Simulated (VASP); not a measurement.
Given:

```
CELL_PARAMETERS angstrom
      2.12205     1.22517     3.47056
     -2.12205     1.22517     3.47056
      0.00000    -2.45033     3.47056
ATOMIC_POSITIONS crystal
  Pb 0.97998 0.97998 0.97998
  S  0.47563 0.47563 0.47563
```

Computed with HSE06 screened hybrid, VASP's PBE PAW potentials (set 64) (plane waves; VASP). Settings: 400 eV cut-off, 6×6×6 Γ-centred mesh, Gaussian smearing of 0.050 eV, potentials Pb_d S.

Give the stress tensor in GPa (positive for a compressed cell).

```
-1.07   0.00   0.00
 0.00  -1.07   0.00
 0.00   0.00  -1.10
```
The pressure is its mean diagonal, -1.08 GPa.

The structure comes from a computed database's PbS entry (R3m); how it stands against other phases isn't given here. It was relaxed first. The cell's shape comes from a PBE relaxation.
